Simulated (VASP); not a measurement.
Here is the system:

```
CELL_PARAMETERS angstrom
      0.00000     2.73360     2.73360
      2.73360     0.00000     2.73360
      2.73360     2.73360     0.00000
ATOMIC_POSITIONS crystal
  Co 0.00000 0.00000 0.00000
  Si 0.25000 0.25000 0.25000
  Si 0.75000 0.75000 0.75000
```

The numbers are results of PBE GGA, VASP's PBE PAW potentials (set 64) (plane waves; VASP 6.6.1), not measurements. Settings: 400 eV cut-off, 7×7×7 Γ-centred mesh, first-order Methfessel-Paxton smearing of 0.10 eV, potentials Co Si.

Energy and stress use the plane-wave basis of the starting cell.

Question: The ions, cell shape and volume are relaxed. Give the cell that the relaxation ends in.

Answer: 
```
CELL_PARAMETERS angstrom
      0.00000     2.67929     2.67929
      2.67929     0.00000     2.67929
      2.67929     2.67929     0.00000
ATOMIC_POSITIONS crystal
  Co 0.00000 0.00000 0.00000
  Si 0.25000 0.25000 0.25000
  Si 0.75000 0.75000 0.75000
```
Space group Fm-3m (225), at a tolerance of 0.03 Å.

Question: How do energy and volume change from the first to the last step?

Answer: The energy (σ→0) changes by -25.2 meV/atom and the volume by -5.8 %, in 3 ionic steps.

The compound is CoSi2 in the fluorite structure. This run relaxes it. Symmetry was kept, so distortions that lower it aren't found. The run is not spin-polarised, so no magnetic state was tried. The electron count is odd and the run is not spin-polarised, which forces a metal.
